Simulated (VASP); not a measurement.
Runs of VASP 6.6.1 on SiF. The structure is cubic, space group Pm-3m (No. 221). The conventional cell has a = 3.029 Å, b = 3.029 Å, c = 3.029 Å, α = 90.00°, β = 90.00°, γ = 90.00°. Si (site symmetry m-3m) has 8 F at 2.62 Å as nearest neighbours. Around F (site symmetry m-3m) lie 8 Si at 2.62 Å. The cell was built by a generator and needn't be a form met in nature.

```tsv
task	level	cell	k mesh	cutoff (eV)	smearing	grid for exact exchange (PRECFOCK)	exchange at q = 0	screening parameter	mesh quality	gap on the mesh (eV)	pressure (GPa)	V0 of scaled cells (Å³/atom)	relaxed volume (Å³/atom)	B0 (GPa)
relaxation of cell and atoms	SCAN0	relaxed	5 × 5 × 5	600	gaussian 0.05 eV	Fast	truncated	-	coarse	none	0.0	-	13.33	-
single point	HSE(alpha, omega)	as given	5 × 5 × 5	520	fermi-dirac 0.05 eV	Fast	-	0.6	coarse	none	(b)	-	-	-
relaxation of cell and atoms	optB88-vdW	relaxed	9 × 9 × 9	600	fermi-dirac 0.05 eV	-	-	-	not flagged	none	0.0	-	14.13	-
relaxation of cell and atoms	PBE+D3(BJ)	relaxed	9 × 9 × 9	600	fermi-dirac 0.05 eV	-	-	-	not flagged	none	0.0	-	(a)	-
equation of state	r2SCAN	as given	9 × 9 × 9	520	fermi-dirac 0.05 eV	-	-	-	not flagged	-	-	(d)	-	77
equation of state	PBE	as given	9 × 9 × 9	520	fermi-dirac 0.05 eV	-	-	-	not flagged	-	-	13.93	-	73
single point	HSE(alpha, omega)	as given	5 × 5 × 5	520	fermi-dirac 0.05 eV	Fast	-	0.1	coarse	none	-2.3	-	-	-
relaxation of cell and atoms	revPBE	relaxed	9 × 9 × 9	600	fermi-dirac 0.05 eV	-	-	-	not flagged	none	0.0	-	(c)	-
single point	HSE(alpha, omega)	as given	5 × 5 × 5	520	fermi-dirac 0.05 eV	Fast	-	0.3	coarse	none	-1.7	-	-	-
relaxation of cell and atoms	PBE+D4	relaxed	9 × 9 × 9	600	fermi-dirac 0.05 eV	-	-	-	not flagged	none	0.0	-	13.86	-
single point	r2SCAN	as given	9 × 9 × 9	520	fermi-dirac 0.05 eV	-	-	-	not flagged	none	-0.2	-	-	-
relaxation of cell and atoms	PBE+MBD-FI	relaxed	9 × 9 × 9	600	fermi-dirac 0.05 eV	-	-	-	not flagged	none	-0.1	-	13.55	-
```

Alike in all rows: potentials or basis VASP PAW PBE potentials, release 64 (Si, F); no spin polarisation.

Fill in the values left out.

(a) 13.59; (b) -1.3; (c) 14.21; (d) 13.90.

Caveats: some runs use coarse meshes; an odd number of electrons without spin polarisation forces a metal (some runs); a magnetic or distorted state may lie lower (some runs); the PAW data sets were made with another functional, which shifts forces and pressure a little (some runs); pairwise dispersion overbinds metals, which lowers pressure and volume (some runs).

A k mesh can miss the band edges.

A gap of «none» marks a metal or a gap under the smearing width.

Not every run made on this cell is shown here.
